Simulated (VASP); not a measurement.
These are PBE0 hybrid, VASP's PBE PAW potentials (set 64) (plane waves; VASP) values and carry that method's errors.

A VASP calculation is set up with these files.

File KPOINTS_OPT:
```
named points and PBE's band edges
7
Reciprocal
  0.000000   0.000000   0.000000 1 ! GAMMA
 -0.500000  -0.500000   0.000000 1 ! X
  0.000000   0.000000   0.500000 1 ! L
 -0.500000  -0.250000   0.250000 1 ! W
 -0.375000   0.000000   0.375000 1 ! K
 -0.375000  -0.375000   0.250000 1 ! U
 -0.035710  -0.035710   0.000000 1 ! near an edge
```

### INCAR
```
ISYM=3
ISIF=2
PREC=Accurate
LMAXMIX=4
SIGMA=0.05   ! width (eV)
AEXX=0.25
LASPH=.TRUE.   ! aspherical one-centre terms
ISMEAR=0
GGA=PE   ! PBE
PRECFOCK=Fast
EDIFF=1E-6   ! SCF stop (eV)
LHFCALC=.TRUE.
HFRCUT=-1
ENCUT=520   ! plane-wave cut-off (eV)
LREAL=.FALSE.   ! projection in real space or not
LWAVE=.FALSE.
LCHARG=.FALSE.
NELM=60
SYSTEM=CdS
ALGO=Normal   ! blocked Davidson
```

**KPOINTS**
```
kpoints
0
gamma
6 6 6
```

**POSCAR**
```
CdS
4.1979040
  0.0000000000   0.7071067187   0.7071067187
  0.7071067187   0.0000000000   0.7071067187
  0.7071067187   0.7071067187   0.0000000000
Cd S
1 1
Cart
  0.0000000000   0.0000000000   0.0000000000
  0.3535533594   0.3535533594   0.3535533594
```

POTCAR, in this order: Cd S (PBE.64 set). Program: vasp_std. Read from the step before: WAVECAR.

The resulting files:

### OSZICAR
```
       N       E                     dE             d eps       ncg     rms          rms(c)
DAV:   1    -0.816481671578E+01   -0.81648E+01   -0.37152E-01   421   0.647E+00    0.157E+00
DAV:   2    -0.817197956051E+01   -0.71628E-02   -0.33267E-02   471   0.244E+00    0.982E-01
DAV:   3    -0.817093574025E+01    0.10438E-02   -0.32922E-03   481   0.766E-01    0.626E-01
DAV:   4    -0.817067932101E+01    0.25642E-03   -0.50274E-04   466   0.241E-01    0.381E-01
DAV:   5    -0.817063152587E+01    0.47795E-04   -0.93461E-05   456   0.858E-02    0.229E-01
DAV:   6    -0.817061629099E+01    0.15235E-04   -0.12928E-05   441   0.341E-02    0.134E-01
DAV:   7    -0.817060898809E+01    0.73029E-05   -0.26208E-06   431   0.160E-02    0.775E-02
DAV:   8    -0.817060631559E+01    0.26725E-05   -0.14094E-06   324   0.104E-02    0.451E-02
DAV:   9    -0.817060543473E+01    0.88086E-06   -0.63881E-07   283   0.707E-03
   1 F= -.81706054E+01 E0= -.81706054E+01  d E =-.618295E-15
       N       E                     dE             ncg
```

OUTCAR:
```
------------------------ aborting loop because EDIFF is reached ----------------------------------------
  FORCE on cell =-STRESS in cart. coord.  units (eV):
  Direction    XX          YY          ZZ          XY          YZ          ZX
  --------------------------------------------------------------------------------------
  Total       -0.4486484     -0.4486484     -0.4486484     -0.0000000     -0.0000000      0.0000000
  in kB      -13.7415054    -13.7415054    -13.7415054     -0.0000000     -0.0000000      0.0000000
  external PRESSURE =     -13.7415054 kB  Pullay stress =       0.0000000 kB
  volume of cell :       52.31
      direct lattice vectors                 reciprocal lattice vectors
     0.000000000  2.968366123  2.968366123    -0.168442833  0.168442833  0.168442833
     2.968366123  0.000000000  2.968366123     0.168442833 -0.168442833  0.168442833
     2.968366123  2.968366123  0.000000000     0.168442833  0.168442833 -0.168442833
  FREE ENERGIE OF THE ION-ELECTRON SYSTEM (eV)
  ---------------------------------------------------
  free  energy   TOTEN  =        -8.1706054347 eV

  energy  without entropy=       -8.1706054347  energy(sigma->0) =       -8.17060543

  exchange ACFDT corr.  =         0.00000000  see jH, gK, PRB 81, 115126
```
(Selected blocks of OUTCAR.)

The compound is CdS in the zinc blende structure, a metastable form; wurtzite is the usual one. It was relaxed first, which changed the volume by +6 %.
